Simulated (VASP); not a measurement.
# How a change of volume changes Al2O3 (R-3c), part 3 of 3

Wanted: the response of Al2O3 to a change of volume, as a table, with a fit that predicts a row left out.

VASP 6.6.1, plane waves and PAW; the level of theory is named at each step.

So far: Starting point; Relax the crystal, LDA; Relax at fixed volume, LDA; Dielectric response, LDA.

## Step 5: Gap at another level, r2SCAN

The gap is read on the mesh at a level that opens it further.

Level: r2SCAN; plane waves and PAW (Al, O).

The input, INCAR:

```
SYSTEM = Al2O3
PREC = Accurate
ENCUT = 600
EDIFF = 1E-06
NELM = 100
ISMEAR = 0
SIGMA = 0.02
LREAL = .FALSE.
ALGO = Normal
METAGGA = R2SCAN
LASPH = .TRUE.
NBANDS = 28
LWAVE = .FALSE.
LCHARG = .FALSE.
KPAR = 8
```

The input, POSCAR:

```
Al2O3
1.0
    2.3959398417      1.3832965124      4.3590802159
   -2.3959398417      1.3832965124      4.3590802159
    0.0000000000     -2.7665930248      4.3590802159
Al O
4 6
Direct
    0.3520377971      0.3520377971      0.3520377971
    0.1479622029      0.1479622029      0.1479622029
    0.6479622029      0.6479622029      0.6479622029
    0.8520377971      0.8520377971      0.8520377971
    0.5553377421      0.9446622579      0.2500000000
    0.2500000000      0.5553377421      0.9446622579
    0.9446622579      0.2500000000      0.5553377421
    0.4446622579      0.0553377421      0.7500000000
    0.7500000000      0.4446622579      0.0553377421
    0.0553377421      0.7500000000      0.4446622579
```

The input, KPOINTS:

```
Automatic mesh
0
Gamma
6 6 6
0 0 0
```

The projector-augmented-wave data sets are Al and O (LDA family, release 64).

Run with:

```
mpirun -np 8 vasp_std
```

Log:

```text
[banner, memory and clock lines left out]
running    8 mpi-ranks, on    1 nodes
[...]
[... a notice as in an earlier step ...]

|                                                                             |
|               ----> ADVICE to this user running VASP <----                  |
|                                                                             |
|     You enforced a specific xc type in the INCAR file but a different       |
|     [... a line on the potential file left out ...]
|     I HOPE YOU KNOW WHAT YOU ARE DOING!                                     |
|                                                                             |

 LDA part: xc-table for (None), standard interpolation
 POSCAR, INCAR and KPOINTS ok, starting setup
[...]
entering main loop
       N       E                     dE             d eps       ncg     rms          rms(c)
DAV:   1     0.824087537559E+02    0.82409E+02   -0.29102E+04  1792   0.188E+03
DAV:   2    -0.294153538580E+03   -0.37656E+03   -0.36774E+03  2380   0.365E+02
DAV:   3    -0.309589639600E+03   -0.15436E+02   -0.15400E+02  2044   0.838E+01
DAV:   4    -0.309736375230E+03   -0.14674E+00   -0.14650E+00  2048   0.902E+00
[...]
DAV:  12    -0.287665796867E+03    0.89689E-05   -0.58872E-06  2028   0.154E-02    0.369E-03
DAV:  13    -0.287665794871E+03    0.19955E-05   -0.42587E-07  1260   0.528E-03    0.118E-03
DAV:  14    -0.287665794335E+03    0.53617E-06   -0.16396E-07  1236   0.267E-03
   1 F= -.28766579E+03 E0= -.28766579E+03  d E =-.844104E-28
```

The job ended after 32 s (8 MPI ranks of Intel Xeon 6975P-C (Granite Rapids), shared host; peak memory 2.6 GiB).

From OUTCAR (step 5):

```text
  Total       -3.5892926     -3.5892926     -3.4287658      0.0000000      0.0000000      0.0000000
  in kB      -66.3410198    -66.3410197    -63.3739977      0.0000000      0.0000000      0.0000000
  external PRESSURE =     -65.3520124 kB  Pullay stress =       0.0000000 kB

 POSITION                                       TOTAL-FORCE (eV/Angst)
 -----------------------------------------------------------------------------------
      0.00000      0.00000      4.60368        -0.000000      0.000000     -0.020023
      0.00000      0.00000      1.93494        -0.000000      0.000000      0.020023
      0.00000      0.00000      8.47356        -0.000000      0.000000      0.020023
      0.00000      0.00000     11.14230        -0.000000      0.000000     -0.020023
     -0.93280      1.38330      7.62839         0.076516      0.000000     -0.000000
     -0.73157     -1.49948      7.62839        -0.038258      0.066265     -0.000000
      1.66437      0.11618      7.62839        -0.038258     -0.066265     -0.000000
      0.93280     -1.38330      5.44885        -0.076516      0.000000     -0.000000
      0.73157      1.49948      5.44885         0.038258     -0.066265     -0.000000
     -1.66437     -0.11618      5.44885         0.038258      0.066265     -0.000000
 -----------------------------------------------------------------------------------
    total drift:                                0.000000     -0.000000     -0.000000

  FREE ENERGIE OF THE ION-ELECTRON SYSTEM (eV)
  ---------------------------------------------------
  free  energy   TOTEN  =      -287.6657943351 eV

  energy  without entropy=     -287.6657943351  energy(sigma->0) =     -287.66579434

[... 1 part as in an earlier step ...]

[... 2 further parts left out ...]
[key lines of the parts left out:]
E-fermi :   5.6657
```

This run gave:

| Item | Value |
| --- | --- |
| energy(sigma→0) of the program | -287.6658 eV |
| stress, compression positive | xx, yy, zz -6.63, -6.63, -6.34 GPa |

The run ends at a pressure of -6.54 GPa, with forces up to 0.077 eV/Å.

## Step 6: Gap at another level, TB-mBJ

The gap is read on the mesh at a level that opens it further.

Level: TB-mBJ; plane waves and PAW (Al, O).

TB-mBJ has no energy functional, so the total energy, stress and pressure in this output mean nothing.

Edit INCAR of step 5 so:

```diff
@@ -4,3 +4,3 @@
 EDIFF = 1E-06
-NELM = 100
+NELM = 150
 ISMEAR = 0
@@ -9,3 +9,3 @@
 ALGO = Normal
-METAGGA = R2SCAN
+METAGGA = MBJ
 LASPH = .TRUE.
```

POSCAR is that of step 5.

KPOINTS is that of step 5.

Run with:

```
mpirun -np 8 vasp_std
```

Log:

```text
[banner, memory and clock lines left out]
running    8 mpi-ranks, on    1 nodes
[...]
[... a notice as in an earlier step ...]

 [... a notice as in an earlier step ...]

 LDA part: xc-table for (None), standard interpolation
 POSCAR, INCAR and KPOINTS ok, starting setup
[...]
entering main loop
       N       E                     dE             d eps       ncg     rms          rms(c)
DAV:   1     0.279292159572E+03    0.27929E+03   -0.28295E+04  1792   0.183E+03
DAV:   2    -0.864398499515E+02   -0.36573E+03   -0.35720E+03  2372   0.353E+02
DAV:   3    -0.101766576625E+03   -0.15327E+02   -0.15294E+02  2048   0.822E+01
DAV:   4    -0.101908065435E+03   -0.14149E+00   -0.14129E+00  2040   0.863E+00
[...]
DAV:  50    -0.817545031179E+02   -0.46210E-05    0.78918E-13   932   0.258E-05    0.430E-06
DAV:  51    -0.817545092866E+02   -0.61688E-05   -0.71670E-12   932   0.170E-05    0.248E-06
DAV:  52    -0.817545089241E+02    0.36252E-06   -0.20238E-12   932   0.777E-06
   1 F= -.81754509E+02 E0= -.81754509E+02  d E =-.204859E-17
```

It took 51 s on 8 MPI ranks; peak memory 2.9 GiB.

OUTCAR, selected parts (step 6):

```text
  Total       49.4319995     49.4319995     51.3604443      0.0000000      0.0000000      0.0000000
  in kB      913.6533637    913.6533635    949.2968751      0.0000000      0.0000000      0.0000000
  external PRESSURE =     925.5345341 kB  Pullay stress =       0.0000000 kB

 POSITION                                       TOTAL-FORCE (eV/Angst)
 -----------------------------------------------------------------------------------
      0.00000      0.00000      4.60368        -0.000000      0.000000      0.681339
      0.00000      0.00000      1.93494        -0.000000      0.000000     -0.681339
      0.00000      0.00000      8.47356        -0.000000     -0.000000     -0.681339
      0.00000      0.00000     11.14230        -0.000000     -0.000000      0.681339
     -0.93280      1.38330      7.62839         0.155397     -0.000000     -0.000000
     -0.73157     -1.49948      7.62839        -0.077699      0.134578     -0.000000
      1.66437      0.11618      7.62839        -0.077699     -0.134578     -0.000000
      0.93280     -1.38330      5.44885        -0.155397      0.000000     -0.000000
      0.73157      1.49948      5.44885         0.077699     -0.134578     -0.000000
     -1.66437     -0.11618      5.44885         0.077699      0.134578     -0.000000
 -----------------------------------------------------------------------------------
    total drift:                                0.000000     -0.000000      0.000000

  FREE ENERGIE OF THE ION-ELECTRON SYSTEM (eV)
  ---------------------------------------------------
  free  energy   TOTEN  =       -81.7545089241 eV

  energy  without entropy=      -81.7545089241  energy(sigma->0) =      -81.75450892

[... 2 parts as in an earlier step ...]

[... 1 further part left out ...]
[key lines of the parts left out:]
E-fermi :   6.4196
```

## Step 7: The table

Runs beyond LDA use the data sets made with LDA; this shifts their levels slightly, and their total energies have another zero (at TB-mBJ, which has no energy functional, they mean nothing).

The other members went through these steps as far as the tables show, with the same cutoff and, step by step, the same mesh; 25 runs are not shown. The session took 6.3 core hours (wall time by ranks) on a shared machine.

The dielectric columns come from linear-response runs at LDA, run where the gap exceeds a picked 1.2 eV, on a mesh of 6×6×6.

```tsv
volume over the relaxed volume	volume (Å³/atom)	pressure (GPa)	energy above the unstrained row (meV/atom)	gap on the mesh, LDA (eV)	ε∞ (mean)	static ε (mean)	largest Born charge, mean of the diagonal (e)	lowest optical mode (cm⁻¹)	highest mode without LO–TO splitting (cm⁻¹)
0.940	7.835	18.362	29.355	7.195	3.157	8.573	2.897	343.456	836.979
0.960	8.002	11.650	13.117	6.929	3.177	8.919	2.909	334.175	808.913
0.980	8.168	5.587	3.552	6.672	3.197	9.292	2.920	324.462	782.060
1	8.335	0.106	0.000	6.423	3.218	9.703	2.932	314.141	756.459
1.020	8.502	-4.848	1.899	6.181	3.241	10.156	2.943	303.136	732.958
1.040	8.668	-9.324	8.704	5.947	3.264	10.658	2.954	291.544	713.078
1.060	8.835	-13.371	19.973	5.707	3.289	11.213	2.966	279.662	693.982
```

A cubic of the pressure in ln(V/V₀) through all rows has the slope −B at V₀: B = 260 GPa, and its curvature gives B′ = 4.1.

Gaps at r2SCAN, read on its mesh alone:

```tsv
volume over the relaxed volume	gap (eV)
0.940	8.179
0.960	7.904
0.980	7.638
1	7.380
1.020	7.128
1.040	6.886
1.060	6.651
```

Gaps at TB-mBJ, read on its mesh alone, with one row partly withheld:

```tsv
volume over the relaxed volume	gap (eV)
0.940	8.998
0.960	8.720
0.980	?
1	8.192
1.020	7.941
1.040	7.697
1.060	7.460
```

## Step 8: Working out the slope

The quantity to fit is the gap at TB-mBJ: 8.998, 8.720, 8.192, 7.941, 7.697, 7.460 eV in the rows shown.

A least-squares parabola through the 6 rows shown, with u the logarithm of the volume ratio: E = 3.956 u² − 12.78 u + 8.192 (eV), r.m.s. residual 2.7e-4 eV.

For the withheld row, u = -0.02020, the fit gives 8.4517 eV.

## Step 9: Checking the prediction

The calculation gives 8.4522 eV, so the prediction is 0.0005 eV too low.

## Step 10: What came out

| Quantity | Value |
| --- | --- |
| bulk modulus | 260 GPa |
| gap of the unstrained cell, r2SCAN | 7.38 eV |
| gap of the unstrained cell, TB-mBJ | 8.19 eV |
| dE/d ln V of the gap, TB-mBJ | -12.78 eV |
| error of the predicted row | -0.5 meV |

In words: The slope of the energy gives 0.71 GPa at the relaxed volume where the pressure column has 0.11 GPa, a mark of the finite basis. The electronic dielectric constant goes from 3.16 at 0.94 to 3.29 at 1.06 of the relaxed volume; d ln / d ln V = 0.34. The static dielectric constant goes from 8.57 at 0.94 to 11.2 at 1.06 of the relaxed volume; d ln / d ln V = 2.23. The highest mode without LO–TO splitting (cm⁻¹) goes from 837 at 0.94 to 694 at 1.06 of the relaxed volume; d ln / d ln V = -1.57; the highest mode need not be the same one at all volumes. A measured gap of unstrained Al2O3 is 8.7 eV (pmc:5906618, optical band gap of host from absorption, temperature not given); the static gaps here belong to the lattice relaxed at LDA. r2SCAN opens gaps somewhat over GGA but leaves them below measured values as a rule. TB-mBJ is a potential fitted for gaps; it has no energy functional, so its total energies and forces mean nothing, and its bands tend to come out too narrow. Temperature, zero-point motion and excitons are left out.

[Lines on the potential files, build, host, timing and source positions are cut from VASP's logs without a mark.]

[Logs are printed without paths, hosts, clocks, repeated set-up lines and the standing remarks that a program may print on its own settings, such as how far it seeks lower states.]

[Hosts, paths, dates, database ids (printed as entryN), source tags and the programs' standing remarks are cut or masked in the printed files.]

[In band tables of VASP the shares of atoms and orbitals are scaled to a sum of 1 inside the atoms' spheres.]
